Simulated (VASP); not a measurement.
VASP ran on this input.

**KPOINTS**
```
Automatic
0
G
  15 15 15
```

INCAR:
```
NELM=100   ! most electronic steps
PREC=Accurate
LASPH=T   ! aspherical one-centre terms
LWAVE=F
LMAXMIX=6
SIGMA=0.1
IVDW=13   ! D4
EDIFFG=-0.01   ! ionic stop
ENCUT=520   ! plane-wave cut-off (eV)
GGA=PE   ! PBE
ISIF=3
ISMEAR=1   ! Methfessel-Paxton
LREAL=F
LCHARG=F
EDIFF=1E-6   ! SCF stop (eV)
NSW=60
ALGO=Normal   ! blocked Davidson
SYSTEM=Ir
IBRION=2   ! conjugate gradients
```

**POSCAR**
```
Ir
1.0
  0.0000000000   1.9200000000   1.9200000000
  1.9200000000   0.0000000000   1.9200000000
  1.9200000000   1.9200000000   0.0000000000
Ir
1
Cart
  0.0000000000   0.0000000000   0.0000000000
```

POTCAR, in this order: Ir (PBE.64 set). Program: vasp_std.

Translate this PBE-D4 calculation to Ansatz.

One equivalent input (not run):
Ansatz 0.2 input:
```yaml
crystal:
  lattice:
    - [0.0000000, 1.9200000, 1.9200000]
    - [1.9200000, 0.0000000, 1.9200000]
    - [1.9200000, 1.9200000, 0.0000000]
  atoms:
    - { symbol: Ir, position: [0.0000000, 0.0000000, 0.0000000] }
kpoints:
  mp_grid: { grid: [15, 15, 15] }
hamiltonian:
  xc: pbe
  dispersion: d4
  pseudopotentials: { kind: paw }
scf:
  occupations: { method: methfessel_paxton, width: 0.1 }
  max_iter: 100
relax:
  max_steps: 60
  f_tol: 0.01
  cell: {}
output: { forces: true, stress: true, eigenvalues: true }
```
What does not carry over: each code has its own PAW files, so the cut-off isn't converted (ENCUT is set for VASP's; basis.ecutwfc is left out, and Ansatz then takes the one that its files recommend); Ansatz stops its SCF on the density residual and VASP on the energy change (EDIFF).

The compound is Ir in the fcc structure. This run relaxes it. Symmetry was kept, so distortions that lower it aren't found.
